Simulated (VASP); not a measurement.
Method: MS2 meta-GGA, VASP's PBE PAW potentials (set 64) (plane waves; VASP).

VASP ran on this input.

### KPOINTS
```
Automatic mesh
0
Gamma
9 9 9
0 0 0
```

**POSCAR**
```
Ba
1.0
 -2.5100000000   2.5100000000   2.5100000000
  2.5100000000  -2.5100000000   2.5100000000
  2.5100000000   2.5100000000  -2.5100000000
Ba
1
Cart
  0.0000000000   0.0000000000   0.0000000000
```

### INCAR
```
SYSTEM = Ba
PREC = Accurate; ENCUT = 520; LREAL = .FALSE.
LASPH = .TRUE.
EDIFF = 1E-6; NELM = 100; ALGO = Normal
LMAXMIX = 4; LMIXTAU = .TRUE.
ISMEAR = 1; SIGMA = 0.1
METAGGA = MS2
IBRION = 2; NSW = 60; ISIF = 3
EDIFFG = -0.01
LWAVE = .FALSE.; LCHARG = .FALSE.
```

POTCAR, in this order: Ba_sv (PBE.64 set). Program: vasp_std.

Unless said otherwise, spin-orbit coupling is left out, though it shifts the bands of the heavy elements here.

Q: Predict the energy per atom (σ→0), volume per atom, band gap (on the k-mesh).

A: 
| Quantity | Result |
|---|---|
| energy per atom (σ→0) | 4.015 eV/atom |
| band gap (on the k-mesh) | none (metal, semimetal or under 0.01 eV) |
| volume per atom | 63.90 Å^3/atom |

OSZICAR:
```
...
DAV:   5     0.401473741496E+01    0.23407E-05   -0.12887E-05   701   0.404E-02    0.243E-02
DAV:   6     0.401474242451E+01    0.50096E-05   -0.25000E-06   762   0.124E-02    0.278E-02
DAV:   7     0.401472661644E+01   -0.15808E-04   -0.85164E-05   632   0.124E-01    0.422E-03
DAV:   8     0.401472072116E+01   -0.58953E-05   -0.82421E-06   651   0.353E-02    0.191E-03
DAV:   9     0.401472460700E+01    0.38858E-05   -0.59104E-06   632   0.319E-02    0.196E-03
DAV:  10     0.401472076681E+01   -0.38402E-05   -0.14746E-06   607   0.141E-02    0.128E-03
DAV:  11     0.401472066743E+01   -0.99377E-07   -0.41067E-07   341   0.699E-03
   4 F= 0.40147207E+01 E0= 0.40152849E+01  d E =-.192083E-03
```

The compound is Ba in the bcc structure. This run relaxes it. Symmetry was kept, so distortions that lower it aren't found.
